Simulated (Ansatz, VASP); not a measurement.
# SiC (Moissanite 3C): VASP beside Ansatz, part 3 of 3

One calculation is typed for both programs; each brings its own data sets. How far apart do they land? The cell is taken from a series of runs on this material, whose earlier steps may have relaxed, scaled, displaced or heated it; both programs get it as it stands.

VASP 6.6.1 and Ansatz 0.2.0.

So far: Starting point; Ansatz: zone-centre phonons, LDA, pair 1; VASP: zone-centre phonons, LDA, pair 1; Differences.

## Step 5: Ansatz: zone-centre phonons, LDA, pair 2

Level of this step: Ansatz beside VASP: Kohn-Sham DFT, plane waves, LDA (Ansatz).

Second derivatives magnify differences that forces hide, and they need a tight electronic threshold. The cell compared in this pair holds 18.66 Å³, against 18.25 Å³ for the pair before.

The cell is taken from a series of runs on this material, whose earlier steps may have relaxed, scaled, displaced or heated it; both programs get it as it stands.

File input.yaml:

```yaml
crystal:
  lattice:
    - [0.0, 2.1052017088, 2.1052017088]
    - [2.1052017088, 0.0, 2.1052017088]
    - [2.1052017088, 2.1052017088, 0.0]
  atoms:
    - { symbol: C, position: [0.75, 0.75, 0.75] }
    - { symbol: Si, position: [0.0, 0.0, 0.0] }
kpoints:
  mp_grid: { grid: [12, 12, 12] }
hamiltonian:
  xc: lda
  pseudopotentials: { kind: paw, azcp: { folder: soft_1 }, xc_functional: pbe }
scf:
  occupations: { method: fixed }
output:
  eigenvalues: true
phonons:
  method: dfpt
  dielectric: true
  rigid_motions: translations
```

Run with:

```console
$ ansatz run input.yaml --threads 4 --pin off --max-ram 10240MiB --backend cpu --events-out ev --progress --plain --runs-dir out
```

Numbers of over 12 decimals in the logs are rounded to 6 here.

The program printed:

```text
[...]
Crystal: 2 atoms, lattice volume = 18.660 Å³
Basis set: ecut = 420 eV, 339 PW (Γ), exchange–correlation on 40×40×40 points (8 copies of the dense FFT grid, shifted against one another)
Bands: 8, of which v1, the nominal top of the filled ones, is band 4 counted from 1 (3 counted from 0)
Symmetry: 24 space group operations
k-points: 280 of 1728 (irreducible under 4 space group operations, time reversal used)
[...]
optical modes at Γ + LO–TO along q̂ = [1.0000, 0.0000, 0.0000]:
      ω (cm⁻¹)  modes    IR ((D/Å)²/amu)
[...]
optical modes at Γ + LO–TO along q̂ = [0.0000, 1.0000, 0.0000]:
      ω (cm⁻¹)  modes    IR ((D/Å)²/amu)
        877.04      2            42.6743
       1063.47      1            21.3371
  optical modes at Γ + LO–TO along q̂ = [0.0000, 0.0000, 1.0000]:
      ω (cm⁻¹)  modes    IR ((D/Å)²/amu)
        877.04      2            42.6743
       1063.47      1            21.3371
[key lines of the parts left out:]
SCF converged after 8 iterations
Free energy (F): -852.098581 eV
Fermi energy:    10.594314 eV
```

## Step 6: VASP: zone-centre phonons, LDA, pair 2

The same cell, functional (in two slightly different forms) and mesh now go to VASP, with its own data sets.

File INCAR:

```
SYSTEM = SiC
PREC = Accurate
ENCUT = 600
EDIFF = 1E-08
NELM = 120
ISMEAR = 0
SIGMA = 0.01
LREAL = .FALSE.
ALGO = Normal
GGA = CA
NBANDS = 10
LORBIT = 11
LWAVE = .FALSE.
LCHARG = .FALSE.
ISIF = 2
IBRION = 8
LEPSILON = .TRUE.
LASPH = .TRUE.
GGA_COMPAT = .FALSE.
EFERMI = MIDGAP
KPAR = 2
```

File POSCAR:

```
SiC
1.0
    0.0000000000      2.1052017088      2.1052017088
    2.1052017088      0.0000000000      2.1052017088
    2.1052017088      2.1052017088      0.0000000000
C Si
1 1
Direct
    0.7500000000      0.7500000000      0.7500000000
    0.0000000000      0.0000000000      0.0000000000
```

File KPOINTS:

```
Automatic mesh
0
Gamma
12 12 12
0 0 0
```

The projector-augmented-wave data sets are C and Si (LDA family, release 64).

Run with:

```console
$ mpirun -np 2 vasp_std
```

The program printed:

```text
[... set-up lines as in an earlier step ...]
 entering main loop
       N       E                     dE             d eps       ncg     rms          rms(c)
DAV:   1     0.433715584890E+01    0.43372E+01   -0.45252E+03  1480   0.775E+02
DAV:   2    -0.182690301314E+02   -0.22606E+02   -0.21255E+02  1910   0.122E+02
DAV:   3    -0.189016583086E+02   -0.63263E+00   -0.63132E+00  1704   0.180E+01
DAV:   4    -0.189041739735E+02   -0.25157E-02   -0.25154E-02  1664   0.142E+00
[...]
DAV:  11    -0.165337163865E+02   -0.44811E-06   -0.16392E-06  1762   0.998E-03    0.158E-02
DAV:  12    -0.165337161684E+02    0.21814E-06   -0.66532E-07  1492   0.424E-03    0.888E-04
DAV:  13    -0.165337161715E+02   -0.30841E-08   -0.33403E-08  1570   0.127E-03
   1 F= -.16533716E+02 E0= -.16533716E+02  d E =0.000000E+00
 Linear response reoptimize wavefunctions to high precision
DAV:   1    -0.165337161738E+02   -0.22651E-08   -0.23754E-10   920   0.125E-04
DAV:   2    -0.165337161738E+02   -0.12733E-10   -0.10243E-11   754   0.301E-05
 Linear response G [H, r] |phi>, progress :
  Direction:   1
[...]
RMM:  12    -0.127714983772E+00   -0.58384E-09   -0.11072E-07  4830   0.149E-05    0.633E-08
 first order change of Fermi-energy  -0.14035E+01
 force on displaced ion       1 direction 1 : -23.751  -0.000  -0.000
 Born effective charge ion    1 direction 1 :  -2.772   0.000   0.000
 Linear response progress:
  Degree of freedom:   2/  2
       N       E                     dE             d eps       ncg     rms          rms(c)
RMM:   1    -0.166704045621E-01   -0.16670E-01   -0.99416E-03 13106   0.876E-01
RMM:   2    -0.146089318690E-01    0.20615E-02   -0.25988E-04  8636   0.186E-01    0.146E-01
RMM:   3    -0.145599185254E-01    0.49013E-04   -0.20346E-04  8779   0.548E-02    0.824E-02
RMM:   4    -0.146697595758E-01   -0.10984E-03   -0.18634E-04  8791   0.535E-02    0.102E-02
[...]
RMM:   9    -0.146497437579E-01   -0.14209E-07    0.52615E-07  9582   0.169E-05    0.303E-06
RMM:  10    -0.146497373066E-01    0.64513E-08    0.58522E-07  8831   0.775E-06    0.973E-07
RMM:  11    -0.146497380008E-01   -0.69417E-09    0.53712E-07  5218   0.617E-06    0.552E-08
 first order change of Fermi-energy   0.14037E+01
 force on displaced ion       2 direction 1 : -23.756   0.000   0.000
 Born effective charge ion    2 direction 1 :   2.770   0.000   0.000
 Born effective charges drift removed
 Linear response finished
```

OUTCAR, selected parts (step 6):

```text
  Total        2.6461428      2.6461428      2.6461428     -0.0000000      0.0000000     -0.0000000
  in kB      227.2023030    227.2023030    227.2023030     -0.0000000      0.0000000     -0.0000000
  external PRESSURE =     227.2023030 kB  Pullay stress =       0.0000000 kB

 POSITION                                       TOTAL-FORCE (eV/Angst)
 -----------------------------------------------------------------------------------
      3.15780      3.15780      3.15780        -0.000000     -0.000000     -0.000000
      0.00000      0.00000      0.00000         0.000000      0.000000      0.000000
 -----------------------------------------------------------------------------------
    total drift:                               -0.000000     -0.000000     -0.000000

 MACROSCOPIC STATIC DIELECTRIC TENSOR (including local field effects in DFT)
 ------------------------------------------------------
           6.765410    -0.000000    -0.000000
          -0.000000     6.765410    -0.000000
           0.000000    -0.000000     6.765410
 ------------------------------------------------------

 MACROSCOPIC STATIC DIELECTRIC TENSOR IONIC CONTRIBUTION
 ------------------------------------------------------
           3.136520     0.000000    -0.000000
          -0.000000     3.136520     0.000000
          -0.000000     0.000000     3.136520
 ------------------------------------------------------

[... 1 part as in an earlier step ...]

[... 1 further part left out ...]
```

## Step 7: Differences

Both answers:

```
                                     quantity  Ansatz   VASP  difference
                                        ε∞ xx    6.74   6.77     -0.35 %
                                        ε∞ yy    6.74   6.77     -0.35 %
                                        ε∞ zz    6.74   6.77     -0.35 %
 Born charge of C1 (mean of the diagonal) (e)   -2.79  -2.77       -0.02
Born charge of Si2 (mean of the diagonal) (e)    2.79   2.77       +0.02
                   optical mode 1 to 3 (cm⁻¹)   877.0  876.2     +0.09 %
```

Modes are paired by rising frequency, not by their patterns, so a pair may set unlike modes beside each other; they are those without the splitting of longitudinal modes.

## Step 8: VASP: zone-centre phonons, LDA, pair 3

Second derivatives magnify differences that forces hide, and they need a tight electronic threshold. The cell compared in this pair holds 19.07 Å³, against 18.66 Å³ for the pair before.

INCAR is that of step 6.

File POSCAR:

```
SiC
1.0
    0.0000000000      2.1203475656      2.1203475656
    2.1203475656      0.0000000000      2.1203475656
    2.1203475656      2.1203475656      0.0000000000
C Si
1 1
Direct
    0.7500000000      0.7500000000      0.7500000000
    0.0000000000      0.0000000000      0.0000000000
```

KPOINTS is that of step 6.

Run with:

```console
$ mpirun -np 2 vasp_std
```

The program printed:

```text
[... set-up lines as in an earlier step ...]
 entering main loop
       N       E                     dE             d eps       ncg     rms          rms(c)
DAV:   1     0.475930478055E+01    0.47593E+01   -0.44687E+03  1456   0.774E+02
DAV:   2    -0.181560998348E+02   -0.22915E+02   -0.22139E+02  1874   0.123E+02
DAV:   3    -0.188768681881E+02   -0.72077E+00   -0.71874E+00  1706   0.191E+01
DAV:   4    -0.188799634931E+02   -0.30953E-02   -0.30951E-02  1640   0.153E+00
[...]
DAV:  11    -0.165834912347E+02   -0.44415E-06   -0.18734E-06  1740   0.104E-02    0.152E-02
DAV:  12    -0.165834910137E+02    0.22097E-06   -0.67567E-07  1498   0.424E-03    0.729E-04
DAV:  13    -0.165834910173E+02   -0.35923E-08   -0.32101E-08  1570   0.124E-03
   1 F= -.16583491E+02 E0= -.16583491E+02  d E =0.000000E+00
 Linear response reoptimize wavefunctions to high precision
DAV:   1    -0.165834910197E+02   -0.23667E-08   -0.26224E-10   948   0.127E-04
DAV:   2    -0.165834910197E+02   -0.14097E-10   -0.10709E-11   750   0.303E-05
 Linear response G [H, r] |phi>, progress :
  Direction:   1
[...]
RMM:  12    -0.126910756241E+00    0.87137E-09   -0.27514E-08  4766   0.860E-06    0.732E-08
 first order change of Fermi-energy  -0.15427E+01
 force on displaced ion       1 direction 1 : -22.632  -0.000  -0.000
 Born effective charge ion    1 direction 1 :  -2.758   0.000   0.000
 Linear response progress:
  Degree of freedom:   2/  2
       N       E                     dE             d eps       ncg     rms          rms(c)
RMM:   1    -0.165876618190E-01   -0.16588E-01   -0.92520E-03 13127   0.876E-01
RMM:   2    -0.145146392814E-01    0.20730E-02   -0.10815E-04  8635   0.187E-01    0.143E-01
RMM:   3    -0.144823195374E-01    0.32320E-04   -0.19019E-04  8776   0.530E-02    0.806E-02
RMM:   4    -0.145881364684E-01   -0.10582E-03   -0.18908E-04  8801   0.518E-02    0.986E-03
[...]
RMM:   9    -0.145661348375E-01   -0.20219E-07   -0.56031E-08  9535   0.152E-05    0.307E-06
RMM:  10    -0.145661325186E-01    0.23189E-08   -0.13677E-07  8831   0.585E-06    0.996E-07
RMM:  11    -0.145661205446E-01    0.11974E-07    0.11566E-08  5186   0.422E-06    0.512E-08
 first order change of Fermi-energy   0.15430E+01
 force on displaced ion       2 direction 1 : -22.635   0.000   0.000
 Born effective charge ion    2 direction 1 :   2.756   0.000   0.000
 Born effective charges drift removed
 Linear response finished
```

From OUTCAR (step 8):

```text
  Total        1.9340867      1.9340867      1.9340867      0.0000000     -0.0000000      0.0000000
  in kB      162.5306858    162.5306858    162.5306858      0.0000000     -0.0000000      0.0000000
  external PRESSURE =     162.5306858 kB  Pullay stress =       0.0000000 kB

 POSITION                                       TOTAL-FORCE (eV/Angst)
 -----------------------------------------------------------------------------------
      3.18052      3.18052      3.18052         0.000000      0.000000      0.000000
      0.00000      0.00000      0.00000        -0.000000     -0.000000     -0.000000
 -----------------------------------------------------------------------------------
    total drift:                               -0.000000     -0.000000     -0.000000

 MACROSCOPIC STATIC DIELECTRIC TENSOR (including local field effects in DFT)
 ------------------------------------------------------
           6.805117     0.000000     0.000000
          -0.000000     6.805117     0.000000
           0.000000    -0.000000     6.805117
 ------------------------------------------------------

 MACROSCOPIC STATIC DIELECTRIC TENSOR IONIC CONTRIBUTION
 ------------------------------------------------------
           3.188738    -0.000000    -0.000000
          -0.000000     3.188738    -0.000000
           0.000000    -0.000000     3.188738
 ------------------------------------------------------

[... 1 part as in an earlier step ...]

[... 1 further part left out ...]
```

## Step 9: Ansatz: zone-centre phonons, LDA, pair 3

The same cell, functional (in two slightly different forms) and mesh now go to Ansatz, which takes its cutoff from its data sets.

The cell is taken from a series of runs on this material, whose earlier steps may have relaxed, scaled, displaced or heated it; both programs get it as it stands.

input.yaml, the sections that differ from step 5:

```yaml
crystal:
  lattice:
    - [0.0, 2.1203475656, 2.1203475656]
    - [2.1203475656, 0.0, 2.1203475656]
    - [2.1203475656, 2.1203475656, 0.0]
  atoms:
    - { symbol: C, position: [0.75, 0.75, 0.75] }
    - { symbol: Si, position: [0.0, 0.0, 0.0] }
# kpoints, hamiltonian, scf, output, phonons: as in step 5
```

Run with:

```console
$ ansatz run input.yaml --threads 4 --pin off --max-ram 10240MiB --backend cpu --events-out ev --progress --plain --runs-dir out
```

The program printed:

```text
[...]
Crystal: 2 atoms, lattice volume = 19.066 Å³
Basis set: ecut = 420 eV, 339 PW (Γ), exchange–correlation on 48×48×48 points (8 copies of the dense FFT grid, shifted against one another)
Bands: 8, of which v1, the nominal top of the filled ones, is band 4 counted from 1 (3 counted from 0)
Symmetry: 24 space group operations
k-points: 280 of 1728 (irreducible under 4 space group operations, time reversal used)
[...]
optical modes at Γ + LO–TO along q̂ = [1.0000, 0.0000, 0.0000]:
      ω (cm⁻¹)  modes    IR ((D/Å)²/amu)
[...]
optical modes at Γ + LO–TO along q̂ = [0.0000, 1.0000, 0.0000]:
      ω (cm⁻¹)  modes    IR ((D/Å)²/amu)
        855.97      2            42.2315
       1039.70      1            21.1158
  optical modes at Γ + LO–TO along q̂ = [0.0000, 0.0000, 1.0000]:
      ω (cm⁻¹)  modes    IR ((D/Å)²/amu)
        855.97      2            42.2315
       1039.70      1            21.1158
[key lines of the parts left out:]
SCF converged after 8 iterations
Free energy (F): -852.147196 eV
Fermi energy:    10.305732 eV
```

## Step 10: Comparison

Both answers:

```
                                     quantity  Ansatz   VASP  difference
                                        ε∞ xx    6.78   6.81     -0.34 %
                                        ε∞ yy    6.78   6.81     -0.34 %
                                        ε∞ zz    6.78   6.81     -0.34 %
 Born charge of C1 (mean of the diagonal) (e)   -2.77  -2.76       -0.02
Born charge of Si2 (mean of the diagonal) (e)    2.77   2.76       +0.02
                   optical mode 1 to 3 (cm⁻¹)   856.0  855.3     +0.08 %
```

Modes are paired by rising frequency, not by their patterns, so a pair may set unlike modes beside each other; they are those without the splitting of longitudinal modes.

## Step 11: Outcome

```yaml
r_m_s_difference_of_the_optical_zone_centre_modes_each_program_s_sorted_by_frequency_zone_centre_phonons_lda_pair_1: 0.99 cm⁻¹
r_m_s_difference_of_the_optical_zone_centre_modes_each_program_s_sorted_by_frequency_zone_centre_phonons_lda_pair_2: 0.83 cm⁻¹
r_m_s_difference_of_the_optical_zone_centre_modes_each_program_s_sorted_by_frequency_zone_centre_phonons_lda_pair_3: 0.66 cm⁻¹
```

**Reading.** The r.m.s. difference of the optical zone-centre modes, each program's sorted by frequency is 0.99 cm⁻¹ (zone-centre phonons, LDA, pair 1). 3 further runs of this series are not shown here. Such differences can come from data sets, numerical settings and the points named under the comparisons, not from the functional's error against experiment.

[Lines on the potential files, build, host, timing and source positions are cut from VASP's logs without a mark.]

[Logs are printed without paths, hosts, clocks, repeated set-up lines and the standing remarks that a program may print on its own settings, such as how far it seeks lower states.]

[Hosts, paths, dates, database ids (printed as entryN), source tags and the programs' standing remarks are cut or masked in the printed files.]
